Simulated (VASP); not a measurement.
VASP runs on Y3Mo (space group Fm-3m) share one base input (PBE GGA, plane waves, VASP's PBE PAW potentials (set 64)) and change the settings named in each case.

**POSCAR**
```
Y3Mo
1
    0.0000000000     4.1304120000     4.1304120000
    4.1304120000     0.0000000000     4.1304120000
    4.1304120000     4.1304120000     0.0000000000
Mo Y
1 3
Direct
  0.0000000000   0.0000000000   0.0000000000
  0.5000000000   0.5000000000   0.5000000000
  0.2500000000   0.2500000000   0.2500000000
  0.7500000000   0.7500000000   0.7500000000
```

**KPOINTS**
```
Regular mesh
0
G
5 5 5
0 0 0
```

### INCAR
```
SYSTEM = Y3Mo
PREC = Accurate; ENCUT = 300; LREAL = .FALSE.
LASPH = .TRUE.
EDIFF = 1E-6; NELM = 100; ALGO = Normal
LMAXMIX = 4
ISMEAR = -1; SIGMA = 0.1
GGA = PE
ISIF = 2
LWAVE = .FALSE.; LCHARG = .FALSE.
```

POTCAR, in this order: Mo_sv Y_sv (PBE.64 set). Program: vasp_std.

```csv
change,E(σ→0) (eV/atom),pressure (GPa),−TS (eV)
base run,-6.7194,-11.10,-0.3221
"GGA removed, POTCAR Mo_sv Y_sv (LDA.64 set)",-7.1545,?,?
"GGA_COMPAT = .FALSE., LNONCOLLINEAR = .TRUE., LSORBIT = .TRUE., MAGMOM = 0.0 0.0 0.0 0.0 0.0 0.0 0.0 0.0 0.0 0.0 0.0 0.0, program vasp_ncl",-6.7852,-11.06,-0.3187
KPOINTS 3×3×3 Γ-centred mesh,-6.7297,-11.16,-0.3281
```

Question: Complete the blanks.

Answer: 
- GGA removed, POTCAR Mo_sv Y_sv (LDA.64 set), pressure (GPa): -14.12
- GGA removed, POTCAR Mo_sv Y_sv (LDA.64 set), −TS (eV): -0.3160

Energies of different potentials or functionals have different zeros.  At 300 eV the pressure can carry a Pulay error.

Left out are runs that ran out of time, are held back, or changed the cell or the kind of run, fixed moments of cells without a moment, rows past the twelfth, gaps on odd meshes, pressures of charged cells and columns that move by less than the noise.

The structure was generated: Y3Mo was put into an ordered model structure, which need not be its known phase. The cell was not relaxed at this level.
